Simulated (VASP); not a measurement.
These are PBEsol GGA, VASP's PBE PAW potentials (set 64) (plane waves; VASP 6.6.1) values and carry that method's errors. For the first row: Settings: 400 eV cut-off, 10×10×7 Γ-centred mesh, tetrahedra with Blöchl corrections, potentials Ga_d Ni As.

| system | energy (eV/atom) |
|---|---|
| GaNi3As (space group P-6m2) | -5.6964 |
| Ga (alpha) | -3.3489 |
| Ni (fcc) | -6.1369 |
| As (a7) | -5.1080 |

The references are the elements' solids at the same level; no temperature or zero-point terms are added.

Problem. What is the formation energy per atom of GaNi$_{3}$As?

Solution. The references average (1×(-3.3489) + 3×(-6.1369) + 1×(-5.1080))/5 = -5.3735 eV, so the formation energy is -5.6964 − (-5.3735) = -0.323 eV/atom.
